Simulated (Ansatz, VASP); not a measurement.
# La2O3 in two plane-wave programs, part 3 of 3

One calculation is typed for both programs; each brings its own data sets. How far apart do they land? The cell is taken from a series of runs on this material, whose earlier steps may have relaxed, scaled, displaced or heated it; both programs get it as it stands.

VASP 6.6.1 and Ansatz 0.2.0.

So far: The starting structure; VASP: zone-centre phonons, LDA.

## (3) Ansatz: zone-centre phonons, LDA

Level of this step: Ansatz beside VASP: Kohn-Sham DFT, plane waves, LDA (Ansatz).

Ansatz runs on its PAW soft_1 files.

The same cell, functional (in two slightly different forms) and mesh now go to Ansatz, which takes its cutoff from its data sets.

Input file input.yaml:

```yaml
crystal:
  lattice:
    - [3.8411013055, 0.0, 0.0]
    - [-1.9205506528, 3.3264913091, 0.0]
    - [0.0, 0.0, 5.595060531]
  atoms:
    - { symbol: O, position: [0.6666666667, 0.3333333333, 0.3468631911] }
    - { symbol: O, position: [0.3333333333, 0.6666666667, 0.6531368089] }
    - { symbol: O, position: [0.0, 0.0, 0.0] }
    - { symbol: La, position: [0.6666666667, 0.3333333333, 0.7638992642] }
    - { symbol: La, position: [0.3333333333, 0.6666666667, 0.2361007358] }
kpoints:
  mp_grid: { grid: [9, 9, 4] }
hamiltonian:
  xc: lda
  pseudopotentials: { kind: paw, azcp: { folder: soft_1 }, xc_functional: pbe }
scf:
  occupations: { method: fixed }
output:
  eigenvalues: true
phonons:
  method: dfpt
  dielectric: true
  rigid_motions: translations
```

Started as:

```
ansatz run input.yaml --threads 4 --pin off --max-ram 16384MiB --backend cpu --events-out ev --progress --plain --runs-dir out
```

Numbers of over 12 decimals in the logs are rounded to 6 here.

The program printed:

```text
Engine: ansatz 0.2.0, aarch64-unknown-linux-gnu
Pseudopotentials: kind: paw
Pseudopotential: O, paw, valence charge 6, recommended cutoff 420 eV (normal), soft_1/O.paw.azcp
Pseudopotential: La, paw, valence charge 11, recommended cutoff 420 eV (normal), soft_1/La.paw.azcp
Functional definition: SPW92
  exchange = slater_x
  correlation = pw_c
Crystal: 5 atoms, lattice volume = 71.490 Å³
Basis set: ecut = 420 eV, 1399 PW (Γ), exchange–correlation on 54×54×80 points (8 copies of the dense FFT grid, shifted against one another)
Bands: 25, of which v1, the nominal top of the filled ones, is band 20 counted from 1 (19 counted from 0)
Symmetry: 12 space group operations
k-points: 95 of 324 (irreducible under 2 space group operations, time reversal used)
Non-local potential: O, projectors of the file, l = 0: 2, l = 1: 2, l = 2: 1
Non-local potential: La, projectors of the file, l = 0: 3, l = 1: 2, l = 2: 2, l = 3: 3
PAW form: soft (Blöchl's): semilocal exchange-correlation on the pseudo side does not see the compensation charge
PAW frozen core: O, regenerated for the run's functional, and the local potential with it (the file was generated under x = pbe(κ = 0.804, μ = 0.219515), c = pbe(β = 0.066725))
PAW frozen core: La, regenerated for the run's functional, and the local potential with it (the file was generated under x = pbe(κ = 0.804, μ = 0.219515), c = pbe(β = 0.066725))
PAW one-centre angular grid: O, 110 points (default); XC on 64 Gauss nodes
PAW one-centre angular grid: La, 590 points (default); XC on 64 Gauss nodes
Initial density: superposition of atomic densities (chi_scale 0.1, normalization cell, long waves kept (reshape's long-wave potential 0.02 eV rms))
Initial wavefunctions: pseudopotential atomic-orbital guess
Functional: x = slater, c = lda
SCF iter   1: F=—  HF=-13828.760667 eV  |F-HF|=—  |Δ(HF+E_count)|=         —  Δρ=6.56e-2  dr2=3.03e0  ethr=3.10e-3  ⟨swp⟩=3.7  Hψ=9472  notcnv=0  defer=187
preconditioner: auto → Resta (q_TF=auto, 2.477 Å⁻¹)  ε∞=5.9  [insulator: Δε(μ)=3.223 eV  Ē_g=11.925 eV  n_scr=22 (ndim 8)  ℏωp=26.4 eV  f_vac=0.000  ε∞_Penn≈5.9]
SCF iter   2: F=—  HF=-13828.239417 eV  |F-HF|=—  |Δ(HF+E_count)|=   5.21e-1  Δρ=2.94e-2  dr2=8.13e-1  ethr=3.10e-3  ⟨swp⟩=4.9  Hψ=5909  notcnv=0  defer=207
SCF iter   3: F=—  HF=-13828.144191 eV  |F-HF|=—  |Δ(HF+E_count)|=   9.52e-2  Δρ=1.55e-2  dr2=2.44e-1  ethr=2.03e-3  ⟨swp⟩=2.3  Hψ=3467  notcnv=0  defer=276
SCF iter   4: F=—  HF=-13828.107497 eV  |F-HF|=—  |Δ(HF+E_count)|=   3.67e-2  Δρ=7.26e-3  dr2=6.57e-2  ethr=6.11e-4  ⟨swp⟩=3.1  Hψ=3151  notcnv=0  defer=266
SCF iter   5: F=—  HF=-13828.094647 eV  |F-HF|=—  |Δ(HF+E_count)|=   1.29e-2  Δρ=2.69e-3  dr2=7.67e-3  ethr=1.64e-4  ⟨swp⟩=4.7  Hψ=5085  notcnv=0  defer=282
SCF iter   6: F=—  HF=-13828.093421 eV  |F-HF|=—  |Δ(HF+E_count)|=   1.23e-3  Δρ=1.18e-3  dr2=1.10e-3  ethr=1.92e-5  ⟨swp⟩=3.4  Hψ=3761  notcnv=0  defer=284
SCF iter   7: F=—  HF=-13828.093340 eV  |F-HF|=—  |Δ(HF+E_count)|=   8.05e-5  Δρ=2.22e-4  dr2=3.34e-5  ethr=2.75e-6  ⟨swp⟩=3.3  Hψ=3869  notcnv=0  defer=283
SCF iter   8: F=—  HF=-13828.093340 eV  |F-HF|=—  |Δ(HF+E_count)|=   5.00e-8  Δρ=3.16e-5  dr2=6.91e-7  ethr=8.36e-8  ⟨swp⟩=2.3  Hψ=3810  notcnv=0  defer=283
SCF iter   9: F=—  HF=-13828.093340 eV  |F-HF|=—  |Δ(HF+E_count)|=   6.39e-9  Δρ=5.76e-6  dr2=2.37e-8  ethr=1.73e-9  ⟨swp⟩=2.4  Hψ=3994  notcnv=0  defer=277
SCF iter  10: F=—  HF=-13828.093340 eV  |F-HF|=—  |Δ(HF+E_count)|=   1.66e-9  Δρ=1.03e-6  dr2=7.52e-10  ethr=5.92e-11  ⟨swp⟩=2.5  Hψ=4147  notcnv=0  defer=276
SCF iter  11: F=—  HF=-13828.093340 eV  |F-HF|=—  |Δ(HF+E_count)|=  3.27e-11  Δρ=5.29e-7  dr2=1.66e-10  ethr=1.00e-12  ⟨swp⟩=19.3  Hψ=19859  notcnv=0
SCF iter  12: F=-13828.093340 eV  HF=-13828.093340 eV  |F-HF|=1.82e-12  |Δ(HF+E_count)|=  2.73e-11  Δρ=5.88e-8  dr2=1.97e-12  ethr=1.00e-12  ⟨swp⟩=6.0  Hψ=11386  notcnv=0
SCF 1 converged in 12 iterations: F = -13828.093340 eV  dr2 = 1.97e-12
  greatest PAW one-centre occupation: 0.972 electrons in one spin orbital (limit 2), on the La atom at site 4 (counted from 0), in its partial waves of l = 0
NSCF: frozen V_eff on 4 k-points
DFPT response loops at Γ: preconditioner auto → Resta (q_TF=auto, 2.477 Å⁻¹)  ε∞=4.0 (no band partly filled); β = 1.00, the filter's whole step (`scf.mixing.beta` (0.50) is not read by the response loops at its default; to damp them type it under 1.00, their step now; it binds the ground state too); Broyden in place of MSR1
── the response to a field inside a basis, on 10×10×4 k-points: an SCF that follows is theirs, and a resumed run solves both again ──
Bands: 21, of which v1, the nominal top of the filled ones, is band 20 counted from 1 (19 counted from 0)
k-points: 110 of 400 (irreducible under 4 space group operations)
Initial density: handed on by an earlier stage of this run
Initial wavefunctions: pseudopotential atomic-orbital guess (no wavefunctions were taken with the density)
Eigensolver: Dense (110 Hₖ)
SCF iter   1: F=—  HF=-13828.087089 eV  |F-HF|=—  |Δ(HF+E_count)|=         —  Δρ=3.89e-4  dr2=2.17e-5  ethr=1.00e-1
preconditioner: auto → Resta (q_TF=auto, 2.477 Å⁻¹)  ε∞=5.8  [insulator: Δε(μ)=3.790 eV  Ē_g=11.994 eV  n_scr=22 (ndim 8)  ℏωp=26.4 eV  f_vac=0.017  ε∞_Penn≈5.8]
SCF iter   2: F=—  HF=-13828.087082 eV  |F-HF|=—  |Δ(HF+E_count)|=   6.36e-6  Δρ=1.61e-4  dr2=7.56e-6  ethr=5.43e-8
SCF iter   3: F=—  HF=-13828.087081 eV  |F-HF|=—  |Δ(HF+E_count)|=   1.53e-6  Δρ=8.27e-5  dr2=9.08e-7  ethr=1.89e-8
SCF iter   4: F=-13828.087080 eV  HF=-13828.087080 eV  |F-HF|=1.39e-8  |Δ(HF+E_count)|=   2.84e-7  Δρ=5.82e-6  dr2=2.02e-8  ethr=2.27e-9
SCF 1 converged in 4 iterations: F = -13828.087080 eV  dr2 = 2.02e-8
DFPT response loops at Γ: mixed as the last ones told, above
SCF converged after 12 iterations
Free energy (F): -13828.093340 eV
Harris-Foulkes:  -13828.093340 eV  (|F-HF|=1.82e-12)
Internal energy: -13828.093340 eV  (E = F + TS)
E sigma→0 (E₀):  -13828.093340 eV
Fermi energy:    11.253689 eV
--- Per-component energies (eV) ---
  E_band       = 57.050089
  E_kinetic    = 892.142878
  E_local      = -1328.132150  (includes V_loc(G=0)·N_el)
  E_nonlocal   = 345.051832
  E_hartree    = 503.183114
  E_xc         = -502.807567
  E_vxc        = -571.398930  (∫ρ·V_xc dr)
  E_paw        = -10944.245949  (= ΣΔE_a)
  E_vpaw       = -286.982179  (= ΣTr[D̂ρ^β])
  E_aug_tail   = 0.002382  (compensation charges beyond the density's cutoff)
  E_ewald      = -2794.222298
  E_core_change = 0.934417  (= ΣΔE_core)
  E_smearing   = -0.000000  (= −TS)
  E_closure    = -0.000000  (closes the sum)
  Σ components = -13828.093340   (vs F -13828.093340, Δ=0.00e0)
--- Band table (eV; the first three rows and the last of 95) ---
  k-point 0: bands = [... 16 lower, 9.1934, 10.6735, 10.6735, 10.9171, 15.5002, 15.5002, 15.7939, 17.0370, ... 1 higher]
  k-point 1: bands = [... 16 lower, 9.8190, 10.5450, 10.7803, 10.7803, 15.6505, 15.6505, 15.9223, 16.9383, ... 1 higher]
  k-point 2: bands = [... 16 lower, 9.9317, 10.1881, 10.9072, 10.9072, 15.8003, 15.8003, 16.1504, 16.8491, ... 1 higher]
  k-point 94: bands = [... 16 lower, 10.3664, 10.4148, 10.9088, 11.1809, 15.9716, 16.1191, 16.3355, 16.7809, ... 1 higher]
--- Phonons (Γ-DFPT): 6 representative perturbations + reference, on 95 of 324 k-points (Σ response iterations 23) ---
  k mesh reduced under 2 symmetry operations, with k and −k counted as one. Each operation leaves every solved perturbation unchanged. A smaller set is not considered because the run solves the response to a homogeneous field
  ASR residual: 2.534e-5 → 0.000e0 eV/Å²; symmetrization residual: 1.824e-6 eV/Å²
  ASR residual per site (eV/Å²): 2.53e-5 2.53e-5 1.80e-5 5.24e-6 5.24e-6
  Γ frequencies (cm⁻¹): 0.00 0.00 0.00 122.64 122.64 225.08 252.31 275.91 275.91 418.26 420.96 420.96 442.47 442.47 475.39
  ε∞ (high-frequency dielectric tensor):
        5.085963     0.000000     0.000000
        0.000000     5.085963    -0.000000
        0.000000    -0.000000     5.111135
  ε⁰ (static dielectric tensor: ions relaxed, cell fixed):
       18.809837    -0.000000     0.000000
       -0.000000    18.809837     0.000000
        0.000000     0.000000    20.584425
  ε⁰ − ε∞ (ionic part):
       13.723874    -0.000000     0.000000
       -0.000000    13.723874     0.000000
        0.000000     0.000000    15.473290
  softest optical mode at Γ: 122.64 cm⁻¹; the repairs (sum rule, projections) moved no ω² at Γ by more than (0.95 cm⁻¹)²
  Born effective charges Z* (e; rows j = field, columns β = displacement):
    site 0:
        -2.85801   -0.00000   -0.00000
        -0.00000   -2.85801    0.00000
        -0.00000    0.00000   -2.74323
    site 1:
        -2.85801   -0.00000   -0.00000
        -0.00000   -2.85801    0.00000
        -0.00000    0.00000   -2.74323
    site 2:
        -2.91519   -0.00000   -0.00000
        -0.00000   -2.91519    0.00000
        -0.00000    0.00000   -2.46940
    site 3:
         4.31560    0.00000    0.00000
         0.00000    4.31560   -0.00000
         0.00000   -0.00000    3.97794
    site 4:
         4.31560    0.00000    0.00000
         0.00000    4.31560   -0.00000
         0.00000   -0.00000    3.97794
  Z* charge neutrality: 1.225e-3 e pre-enforcement
  solved inside a basis spanned on kpoints, on 10×10×4 k-points, its susceptibility summed on 12×12×8: ε∞ is read to err by 1.3e-2, Z* by 1.5e-2 e (field_mesh: kpoints solves on kpoints); Z* is corrected for what the basis lacks
  optical modes at Γ without the LO–TO term, one row a degenerate level:
      ω (cm⁻¹)  modes    IR ((D/Å)²/amu)
[...]
optical modes at Γ + LO–TO along q̂ = [1.0000, 0.0000, 0.0000]:
      ω (cm⁻¹)  modes    IR ((D/Å)²/amu)
[...]
optical modes at Γ + LO–TO along q̂ = [0.0000, 1.0000, 0.0000]:
      ω (cm⁻¹)  modes    IR ((D/Å)²/amu)
[...]
optical modes at Γ + LO–TO along q̂ = [0.0000, 0.0000, 1.0000]:
      ω (cm⁻¹)  modes    IR ((D/Å)²/amu)
        122.64      2             0.0000
        225.08      1             0.0000
        275.91      2            59.5213
        418.26      1             0.0000
        420.96      2            24.4761
        429.86      1             6.6401
        442.47      2             0.0000
        559.97      1            29.1129
```

## (4) Comparison

Known differences besides the potentials themselves: the two LDA forms differ slightly; fixed occupations in Ansatz, narrow Gaussian smearing in VASP; VASP's response is taken on the typed mesh, Ansatz refines its own for the field response alone; the cutoff is 420 eV in Ansatz and 600 eV in VASP; VASP's log shows a relativistic correction to its local exchange, Ansatz's none. Total energies have different zeros and are not compared.

Both answers:

```csv
quantity,Ansatz,VASP,difference
ε∞ xx,5.09,5.09,-0.11 %
ε∞ yy,5.09,5.09,-0.11 %
ε∞ zz,5.11,5.11,-0.04 %
Born charge of O1 (mean of the diagonal) (e),-2.82,-2.82,0.00
Born charge of La4 (mean of the diagonal) (e),4.20,4.20,0.00
optical mode 1 to 2 (cm⁻¹),122.6,122.7,-0.07 %
optical mode 3 (cm⁻¹),225.1,225.3,-0.09 %
optical mode 4 (cm⁻¹),252.3,252.6,-0.11 %
optical mode 5 to 6 (cm⁻¹),275.9,275.8,+0.06 %
optical mode 7 (cm⁻¹),418.3,417.8,+0.10 %
optical mode 8 to 9 (cm⁻¹),421.0,420.5,+0.11 %
optical mode 10 to 11 (cm⁻¹),442.5,442.0,+0.12 %
optical mode 12 (cm⁻¹),475.4,475.5,-0.02 %
```

Modes are paired by rising frequency, not by their patterns, so a pair may set unlike modes beside each other; they are those without the splitting of longitudinal modes.

## (5) Outcome

```
r.m.s. difference of the optical zone-centre modes, each program's sorted by frequency (zone-centre phonons, LDA) : 0.33 cm⁻¹
```

The r.m.s. difference of the optical zone-centre modes, each program's sorted by frequency is 0.33 cm⁻¹ (zone-centre phonons, LDA). How closely two codes agree says nothing of how well the functional describes the real material.

[Lines on the potential files, build, host, timing and source positions are cut from VASP's logs without a mark.]

[Logs are printed without paths, hosts, clocks, repeated set-up lines and the standing remarks that a program may print on its own settings, such as how far it seeks lower states.]

[Hosts, paths, dates, database ids (printed as entryN), source tags and the programs' standing remarks are cut or masked in the printed files.]
